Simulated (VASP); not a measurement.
Output of a VASP run:

### OSZICAR
```
...
DAV:  22    -0.169183362014E+02    0.11643E-02   -0.11183E-03  2560   0.397E-01    0.880E-01
DAV:  23    -0.169129954074E+02    0.53408E-02   -0.16902E-02  2480   0.127E+00    0.599E-01
DAV:  24    -0.169055374852E+02    0.74579E-02   -0.69907E-03  2520   0.924E-01    0.422E-01
DAV:  25    -0.169069542690E+02   -0.14168E-02   -0.55892E-04  3360   0.239E-01    0.325E-01
DAV:  26    -0.169140681531E+02   -0.71139E-02   -0.11950E-02  3328   0.104E+00    0.963E-02
DAV:  27    -0.169152706194E+02   -0.12025E-02   -0.11391E-03  2552   0.312E-01    0.439E-02
DAV:  28    -0.169154009309E+02   -0.13031E-03   -0.10505E-04  3864   0.976E-02    0.486E-02
DAV:  29    -0.169162017439E+02   -0.80081E-03   -0.16423E-03  2464   0.355E-01    0.519E-02
DAV:  30    -0.169162460403E+02   -0.44296E-04   -0.29433E-05  3152   0.407E-02    0.410E-02
DAV:  31    -0.169163084491E+02   -0.62409E-04   -0.58956E-05  3088   0.639E-02    0.281E-02
DAV:  32    -0.169163756623E+02   -0.67213E-04   -0.18823E-04  2456   0.117E-01    0.178E-02
DAV:  33    -0.169163748165E+02    0.84574E-06   -0.81066E-06  3368   0.208E-02
   1 F= -.16916375E+02 E0= -.16915567E+02  d E =-.169164E+02
       N       E                     dE             d eps       ncg     rms          rms(c)
DAV:   1    -0.169255339069E+02   -0.91582E-02   -0.36787E-01  3104   0.632E+00    0.936E-01
DAV:   2    -0.169164117817E+02    0.91221E-02   -0.31733E-02  2896   0.167E+00    0.336E-01
DAV:   3    -0.169152598304E+02    0.11520E-02   -0.25165E-02  3608   0.102E+00    0.184E-01
DAV:   4    -0.169158245220E+02   -0.56469E-03   -0.66144E-03  3464   0.606E-01    0.802E-02
DAV:   5    -0.169162267361E+02   -0.40221E-03   -0.20810E-03  2448   0.407E-01    0.711E-02
DAV:   6    -0.169161804031E+02    0.46333E-04   -0.99354E-04  2456   0.275E-01    0.356E-02
DAV:   7    -0.169162855951E+02   -0.10519E-03   -0.26759E-04  2456   0.142E-01    0.179E-02
DAV:   8    -0.169162993262E+02   -0.13731E-04   -0.33306E-05  2720   0.507E-02    0.121E-02
DAV:   9    -0.169163076533E+02   -0.83271E-05   -0.38226E-05  2464   0.490E-02    0.313E-03
DAV:  10    -0.169163126369E+02   -0.49835E-05   -0.14618E-06  2296   0.138E-02    0.202E-03
DAV:  11    -0.169163110762E+02    0.15607E-05   -0.43783E-07  1376   0.633E-03    0.683E-04
DAV:  12    -0.169163114449E+02   -0.36876E-06   -0.86967E-08  1296   0.298E-03
   2 F= -.16916311E+02 E0= -.16915478E+02  d E =0.633716E-04
       N       E                     dE             d eps       ncg     rms          rms(c)
DAV:   1    -0.169192737274E+02   -0.29627E-02   -0.11148E-01  3112   0.347E+00    0.508E-01
DAV:   2    -0.169165218834E+02    0.27518E-02   -0.10015E-02  2832   0.931E-01    0.190E-01
DAV:   3    -0.169161883358E+02    0.33355E-03   -0.82142E-03  3632   0.564E-01    0.104E-01
DAV:   4    -0.169163878416E+02   -0.19951E-03   -0.22122E-03  3472   0.344E-01    0.488E-02
DAV:   5    -0.169165183059E+02   -0.13046E-03   -0.59434E-04  2448   0.217E-01    0.425E-02
DAV:   6    -0.169164924470E+02    0.25859E-04   -0.33671E-04  2456   0.163E-01    0.214E-02
DAV:   7    -0.169165418510E+02   -0.49404E-04   -0.86601E-05  2448   0.816E-02    0.112E-02
DAV:   8    -0.169165394665E+02    0.23846E-05   -0.96232E-06  2144   0.280E-02    0.783E-03
DAV:   9    -0.169165418961E+02   -0.24297E-05   -0.13014E-05  1832   0.305E-02    0.247E-03
DAV:  10    -0.169165378330E+02    0.40632E-05   -0.92165E-07  1336   0.124E-02    0.126E-03
DAV:  11    -0.169165387840E+02   -0.95106E-06   -0.33628E-07  1280   0.513E-03
   3 F= -.16916539E+02 E0= -.16915717E+02  d E =-.163968E-03
```

File OUTCAR:
```
------------------------ aborting loop because EDIFF is reached ----------------------------------------
  FORCE on cell =-STRESS in cart. coord.  units (eV):
  Direction    XX          YY          ZZ          XY          YZ          ZX
  --------------------------------------------------------------------------------------
  Total       -0.0041154     -0.0041154      0.0047260      0.0000000      0.0000000      0.0000000
  in kB       -0.1421706     -0.1421706      0.1632628      0.0000000      0.0000000      0.0000000
  external PRESSURE =      -0.0403595 kB  Pullay stress =       0.0000000 kB
  volume of cell :       46.38
      direct lattice vectors                 reciprocal lattice vectors
     1.613319911 -2.794352001 -0.000000000     0.309919934 -0.178932361  0.000000000
     1.613319911  2.794352001  0.000000000     0.309919934  0.178932361 -0.000000000
     0.000000000  0.000000000  5.143799327     0.000000000 -0.000000000  0.194408828
 POSITION                                       TOTAL-FORCE (eV/Angst)
 -----------------------------------------------------------------------------------
      1.61332      0.93145      1.28595         0.000000      0.000000      0.000000
      1.61332     -0.93145      3.85785        -0.000000     -0.000000      0.000000
 -----------------------------------------------------------------------------------
    total drift:                                0.000000      0.001097     -0.000019
  FREE ENERGIE OF THE ION-ELECTRON SYSTEM (eV)
  ---------------------------------------------------
  free  energy   TOTEN  =       -16.9165387840 eV

  energy  without entropy=      -16.9140732285  energy(sigma->0) =      -16.91571693

 reached required accuracy - stopping structural energy minimisation
```
(Selected blocks of OUTCAR.)

POSCAR:
```
Zr
1
    1.6150000000    -2.7972620000     0.0000000000
    1.6150000000     2.7972620000     0.0000000000
    0.0000000000     0.0000000000     5.1500000000
Zr
2
Direct
  0.3333330000   0.6666670000   0.2500000000
  0.6666670000   0.3333330000   0.7500000000
```

Problem. Reconstruct the remaining input files.

Solution. One answer among several that fit: the input of the run itself, MS2 meta-GGA, plane waves, VASP's PBE PAW potentials (set 64).

**KPOINTS**
```
Automatic mesh
0
Gamma
12 12 7
0 0 0
```

INCAR:
```
METAGGA  =  MS2
EDIFF  =  1E-6
NELM  =  100
LWAVE  =  .FALSE.
SIGMA  =  0.1
PREC  =  Accurate
LMAXMIX  =  4   # l cut-off of mixed one-centre charges
LASPH  =  .TRUE.
LCHARG  =  .FALSE.
SYSTEM  =  Zr
LMIXTAU  =  .TRUE.
IBRION  =  2
ALGO  =  Normal   # blocked Davidson
ISIF  =  3   # ions, shape and volume
LREAL  =  .FALSE.   # projection in real space or not
ISMEAR  =  1   # Methfessel-Paxton
NSW  =  60   # most ionic steps
EDIFFG  =  -0.01   # ionic stop
ENCUT  =  520   # plane-wave cut-off (eV)
```

POTCAR, in this order: Zr_sv (PBE.64 set). Program: vasp_std.

The compound is Zr in the hcp structure. This run relaxes it. Symmetry was kept, so distortions that lower it aren't found.
